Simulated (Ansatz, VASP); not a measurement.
# Cross-check of Hf (Hafnium) between VASP and Ansatz

Aim: how closely do two programs agree when they are given the same cell, functional and k mesh? The cell is taken from a series of runs on this material, whose earlier steps may have relaxed, scaled, displaced or heated it; both programs get it as it stands.

Method: plane waves, with VASP 6.6.1 beside it; zone-centre phonons at LDA, in Ansatz 0.2.0.

**1. The starting structure**

Symmetry: P6_3/mmc, No. 194, hexagonal system. The conventional cell has a = 3.084 Å, b = 3.084 Å, c = 5.137 Å, α = 90.00°, β = 90.00°, γ = 120.00°. Hf has 12 Hf at 3.08 to 3.13 Å nearest.

Coordinates:

```cif
data_structure
_symmetry_space_group_name_H-M 'P 1'
_symmetry_Int_Tables_number 1
_cell_length_a 3.0838
_cell_length_b 3.0838
_cell_length_c 5.1370
_cell_angle_alpha 90.000
_cell_angle_beta 90.000
_cell_angle_gamma 120.000
_cell_volume 42.31
loop_
_atom_site_label
_atom_site_type_symbol
_atom_site_fract_x
_atom_site_fract_y
_atom_site_fract_z
_atom_site_occupancy
Hf1 Hf 0.33333 0.66667 0.25000 1
Hf2 Hf 0.66667 0.33333 0.75000 1
```

**2. VASP: zone-centre phonons, LDA**

Second derivatives magnify differences that forces hide, and they need a tight electronic threshold.

Lines of VASP's logs that name or quote its potential files are left out, and so is its time.

INCAR

```
SYSTEM = Hf
PREC = Accurate
ENCUT = 500
EDIFF = 1E-08
NELM = 120
ISMEAR = 1
SIGMA = 0.2
LREAL = .FALSE.
ALGO = Normal
GGA = CA
NBANDS = 16
LASPH = .TRUE.
LORBIT = 11
LWAVE = .FALSE.
LCHARG = .FALSE.
ISIF = 2
IBRION = 8
GGA_COMPAT = .FALSE.
KPAR = 2
```

POSCAR

```
Hf
1.0
    3.0838128925      0.0000000000      0.0000000000
   -1.5419064462      2.6706603055      0.0000000000
    0.0000000000      0.0000000000      5.1370077806
Hf
2
Direct
    0.3333333335      0.6666666665      0.2500000000
    0.6666666665      0.3333333335      0.7500000000
```

KPOINTS

```
Automatic mesh
0
Gamma
15 15 8
0 0 0
```

The projector-augmented-wave data sets are Hf_pv (LDA family, release 64).

The run is started by

```
> mpirun -np 2 vasp_std
```

Numbers of over 12 decimals in the logs are rounded to 6 here.

The program printed:

```text
[banner, memory and clock lines left out]
running    2 mpi-ranks, on    1 nodes
 distrk:  each k-point on    1 cores,    2 groups
 distr:  one band on    1 cores,    1 groups

 POSCAR found type information on POSCAR Hf
 POSCAR found :  1 types and       2 ions
 LDA part: xc-table for (Slater(with rela. corr.)+CA(PZ))
 , standard interpolation
 POSCAR, INCAR and KPOINTS ok, starting setup
 FFT: planning ... GRIDC
 FFT: planning ... GRID_SOFT
 FFT: planning ... GRID
 WAVECAR not read
 entering main loop
       N       E                     dE             d eps       ncg     rms          rms(c)
DAV:   1     0.452886351801E+02    0.45289E+02   -0.11376E+04  4336   0.116E+03
DAV:   2    -0.205489543086E+02   -0.65838E+02   -0.64431E+02  5720   0.247E+02
DAV:   3    -0.220566495452E+02   -0.15077E+01   -0.14937E+01  5688   0.258E+01
DAV:   4    -0.220674494015E+02   -0.10800E-01   -0.10796E-01  5344   0.265E+00
DAV:   5    -0.220675791071E+02   -0.12971E-03   -0.12968E-03  5648   0.238E-01    0.673E+01
DAV:   6    -0.215481946836E+02    0.51938E+00   -0.45242E-01  5120   0.444E+00    0.395E+01
DAV:   7    -0.213658328797E+02    0.18236E+00   -0.70990E-01  5224   0.536E+00    0.181E+00
DAV:   8    -0.213573292028E+02    0.85037E-02   -0.42691E-02  5048   0.144E+00    0.379E-01
DAV:   9    -0.213574061928E+02   -0.76990E-04   -0.92296E-04  5856   0.221E-01    0.177E-01
DAV:  10    -0.213574031799E+02    0.30129E-05   -0.41375E-05  5112   0.471E-02    0.192E-01
DAV:  11    -0.213574003399E+02    0.28399E-05   -0.40867E-06  5800   0.133E-02    0.124E-02
DAV:  12    -0.213574003000E+02    0.39949E-07   -0.36501E-07  5064   0.423E-03    0.587E-03
DAV:  13    -0.213574002880E+02    0.12018E-07   -0.13312E-08  3760   0.879E-04    0.676E-04
DAV:  14    -0.213574002884E+02   -0.47885E-09   -0.14421E-09  3032   0.327E-04
   1 F= -.21357400E+02 E0= -.21357739E+02  d E =0.101561E-02
 Linear response reoptimize wavefunctions to high precision
DAV:   1    -0.213574002884E+02    0.13642E-11   -0.18864E-10  3184   0.110E-04
 Linear response DOF=           2
 Linear response progress:
  Degree of freedom:   1/  2
       N       E                     dE             d eps       ncg     rms          rms(c)
RMM:   1    -0.196035344768E+00   -0.19604E+00    0.46200E+00 18642   0.117E+01
RMM:   2    -0.200966856807E+00   -0.49315E-02   -0.36667E-02 27671   0.119E+00    0.587E-01
RMM:   3    -0.200212932951E+00    0.75392E-03   -0.42405E-03 35280   0.253E-01    0.123E-01
RMM:   4    -0.199861740054E+00    0.35119E-03   -0.45886E-04 41112   0.869E-02    0.186E-01
RMM:   5    -0.199453779682E+00    0.40796E-03   -0.50869E-05 37915   0.369E-02    0.162E-02
RMM:   6    -0.199383486370E+00    0.70293E-04   -0.50048E-05 42797   0.131E-02    0.263E-02
RMM:   7    -0.199387523337E+00   -0.40370E-05   -0.50162E-05 38073   0.469E-03    0.166E-02
RMM:   8    -0.199381691882E+00    0.58315E-05   -0.19062E-05 41516   0.174E-03    0.180E-02
RMM:   9    -0.199379092023E+00    0.25999E-05   -0.98286E-06 40095   0.118E-03    0.628E-03
RMM:  10    -0.199379159903E+00   -0.67880E-07   -0.74990E-06 43320   0.451E-04    0.173E-03
RMM:  11    -0.199378865858E+00    0.29404E-06   -0.38793E-06 40621   0.254E-04    0.700E-04
RMM:  12    -0.199378828979E+00    0.36879E-07   -0.21867E-06 42193   0.961E-05    0.142E-04
RMM:  13    -0.199378868119E+00   -0.39140E-07   -0.12401E-06 40000   0.452E-05    0.979E-05
RMM:  14    -0.199378879010E+00   -0.10891E-07   -0.62718E-07 38413   0.281E-05    0.252E-05
RMM:  15    -0.199378889066E+00   -0.10056E-07   -0.32824E-07 33655   0.206E-05    0.285E-05
RMM:  16    -0.199378889396E+00   -0.32951E-09   -0.18190E-07 27658   0.171E-05    0.914E-06
RMM:  17    -0.199378892268E+00   -0.28719E-08   -0.10101E-07 26324   0.153E-05    0.123E-06
RMM:  18    -0.199378894049E+00   -0.17815E-08   -0.58993E-08 24857   0.144E-05    0.840E-07
 first order change of Fermi-energy  -0.65951E-05
 force on displaced ion       1 direction 1 :  -1.311  -0.000   0.000
 Linear response progress:
  Degree of freedom:   2/  2
       N       E                     dE             d eps       ncg     rms          rms(c)
RMM:   1    -0.244679238993E+00   -0.24468E+00    0.48090E+00  6475   0.121E+01
RMM:   2    -0.254605343368E+00   -0.99261E-02   -0.43352E-02  9504   0.124E+00    0.757E-01
RMM:   3    -0.253877685772E+00    0.72766E-03   -0.31666E-03 11015   0.273E-01    0.188E-01
RMM:   4    -0.253762233043E+00    0.11545E-03   -0.53397E-04 13175   0.913E-02    0.208E-01
RMM:   5    -0.253522341440E+00    0.23989E-03    0.19346E-04 13126   0.362E-02    0.646E-02
RMM:   6    -0.253431141191E+00    0.91200E-04    0.24672E-05 11972   0.186E-02    0.507E-02
RMM:   7    -0.253444042928E+00   -0.12902E-04   -0.12107E-05 12308   0.617E-03    0.252E-02
RMM:   8    -0.253448789610E+00   -0.47467E-05    0.15934E-05 12961   0.321E-03    0.493E-03
RMM:   9    -0.253443436477E+00    0.53531E-05    0.11788E-05 13730   0.183E-03    0.349E-03
RMM:  10    -0.253443221762E+00    0.21471E-06    0.49669E-06 12993   0.543E-04    0.426E-04
RMM:  11    -0.253443052010E+00    0.16975E-06    0.54405E-06 14416   0.206E-04    0.488E-04
RMM:  12    -0.253443293401E+00   -0.24139E-06    0.19436E-06 13434   0.945E-05    0.114E-04
RMM:  13    -0.253443305608E+00   -0.12207E-07    0.14911E-06 14396   0.510E-05    0.294E-05
RMM:  14    -0.253443377029E+00   -0.71420E-07    0.74514E-07 12985   0.329E-05    0.110E-05
RMM:  15    -0.253443397717E+00   -0.20688E-07    0.44682E-07 13268   0.266E-05    0.285E-06
RMM:  16    -0.253443419106E+00   -0.21389E-07    0.21791E-07 10410   0.225E-05    0.164E-06
RMM:  17    -0.253443419293E+00   -0.18621E-09    0.21236E-07  9195   0.209E-05    0.482E-07
RMM:  18    -0.253443425039E+00   -0.57463E-08    0.15345E-07  8300   0.199E-05    0.340E-07
RMM:  19    -0.253443428014E+00   -0.29750E-08    0.11861E-07  7723   0.194E-05    0.391E-07
RMM:  20    -0.253443428026E+00   -0.12331E-10    0.12081E-07  7373   0.191E-05    0.332E-07
RMM:  21    -0.253443431617E+00   -0.35912E-08    0.88509E-08  7063   0.189E-05    0.308E-07
 first order change of Fermi-energy  -0.16699E-03
 force on displaced ion       1 direction 3 :  -0.000  -0.000  -3.330
 Linear response finished
```

Parts of OUTCAR (step 2):

```text
ion  position               nearest neighbor table
   1  0.333  0.667  0.250-   2 3.13   2 3.13   2 3.13   2 3.13   2 3.13   2 3.13
   2  0.667  0.333  0.750-   1 3.13   1 3.13   1 3.13   1 3.13   1 3.13   1 3.13

  LATTYP: Found a hexagonal cell.
 ALAT       =     3.0838128925
 C/A-ratio  =     1.6657974915

 Subroutine GETGRP returns: Found 24 space group operations
 (whereof 12 operations were pure point group operations)

The static configuration has the point symmetry D_3d.
 The point group associated with its full space group is D_6h.

 Found    135 irreducible k-points:

   k-points           NKPTS =    135   k-points in BZ     NKDIM =    135   number of bands    NBANDS=     16

   dimension x,y,z NGX =    24 NGY =   24 NGZ =   40
   dimension x,y,z NGXF=    48 NGYF=   48 NGZF=   80

   ENCUT  =  500.0 eV  36.75 Ry    6.06 a.u.   5.62  5.62  9.37*2*pi/ulx,y,z

   NELECT =      20.0000    total number of electrons

 k-points in reciprocal lattice and weights: Automatic mesh
   0.00000000  0.00000000  0.00000000       0.001
   0.06666667  0.00000000  0.00000000       0.003
   0.13333333  0.00000000  0.00000000       0.003
   0.20000000  0.00000000  0.00000000       0.003
   0.26666667  0.00000000  0.00000000       0.003
   0.33333333  0.00000000  0.00000000       0.003
   0.40000000 -0.00000000  0.00000000       0.003
   0.46666667  0.00000000  0.00000000       0.003
   0.06666667  0.06666667  0.00000000       0.003
[...]
0.33333333  0.26666667  0.50000000       0.007
   0.33333333  0.33333333  0.50000000       0.001

 average (electrostatic) potential at core
       1 -37.0937       2 -37.0937

  Total        0.0157164      0.0157164     -1.5422071      0.0000000     -0.0000000      0.0000000
  in kB        0.5951780      0.5951780    -58.4031654      0.0000000     -0.0000000      0.0000000
  external PRESSURE =     -19.0709365 kB  Pullay stress =       0.0000000 kB

  energy-cutoff  :      500.00
  volume of cell :       42.31
      direct lattice vectors                 reciprocal lattice vectors
     3.083812893  0.000000000  0.000000000     0.324273889  0.187219617  0.000000000
    -1.541906446  2.670660306  0.000000000     0.000000000  0.374439234  0.000000000
     0.000000000  0.000000000  5.137007781     0.000000000  0.000000000  0.194665853

 POSITION                                       TOTAL-FORCE (eV/Angst)
 -----------------------------------------------------------------------------------
      0.00000      1.78044      1.28425        -0.000000      0.000000      0.000000
      1.54191      0.89022      3.85276         0.000000     -0.000000      0.000000
 -----------------------------------------------------------------------------------
    total drift:                                0.000000     -0.000000      0.000000

 Eigenvectors and eigenvalues of the dynamical matrix
 ----------------------------------------------------

   1 f  =    3.019829 THz    18.974148 2PiTHz  100.730667 cm-1    12.489005 meV
             X         Y         Z           dx          dy          dz
      0.000000  1.780440  1.284252     0.000000    0.000000   -0.707107
      1.541906  0.890220  3.852756     0.000000    0.000000    0.707107

   2 f  =    1.894521 THz    11.903624 2PiTHz   63.194408 cm-1     7.835104 meV
             X         Y         Z           dx          dy          dz
      0.000000  1.780440  1.284252    -0.200754   -0.678010    0.000000
      1.541906  0.890220  3.852756     0.200754    0.678010    0.000000

   3 f  =    1.894521 THz    11.903624 2PiTHz   63.194408 cm-1     7.835104 meV
             X         Y         Z           dx          dy          dz
      0.000000  1.780440  1.284252     0.678010   -0.200754    0.000000
      1.541906  0.890220  3.852756    -0.678010    0.200754    0.000000

   4 f  =    0.000000 THz     0.000000 2PiTHz    0.000000 cm-1     0.000000 meV
             X         Y         Z           dx          dy          dz
      0.000000  1.780440  1.284252     0.642688    0.294876    0.000000
      1.541906  0.890220  3.852756     0.642688    0.294876    0.000000

   5 f  =    0.000000 THz     0.000000 2PiTHz    0.000000 cm-1     0.000000 meV
             X         Y         Z           dx          dy          dz
      0.000000  1.780440  1.284252     0.000000    0.000000    0.707107
      1.541906  0.890220  3.852756     0.000000    0.000000    0.707107

   6 f/i=    0.000000 THz     0.000000 2PiTHz    0.000001 cm-1     0.000000 meV
             X         Y         Z           dx          dy          dz
      0.000000  1.780440  1.284252     0.294876   -0.642688    0.000000
      1.541906  0.890220  3.852756     0.294876   -0.642688    0.000000

 ELASTIC MODULI CONTR FROM IONIC RELAXATION (kBar)
 Direction    XX          YY          ZZ          XY          YZ          ZX
 --------------------------------------------------------------------------------
 XX        -138.4322    138.4322      0.0000     -0.0000      0.0000      0.0000
 YY         138.4322   -138.4322     -0.0000     -0.0000      0.0000      0.0000
 ZZ           0.0000     -0.0000     -0.0000     -0.0000      0.0000     -0.0000
 XY          -0.0000     -0.0000     -0.0000   -138.4322      0.0000     -0.0000
 YZ           0.0000      0.0000      0.0000      0.0000      0.0000      0.0000
 ZX           0.0000      0.0000     -0.0000     -0.0000      0.0000     -0.0000
 --------------------------------------------------------------------------------
```

[end of part 1 of 2]

[Lines on the potential files, build, host, timing and source positions are cut from VASP's logs without a mark.]

[Logs are printed without paths, hosts, clocks, repeated set-up lines and the standing remarks that a program may print on its own settings, such as how far it seeks lower states.]

[Hosts, paths, dates, database ids (printed as entryN), source tags and the programs' standing remarks are cut or masked in the printed files.]
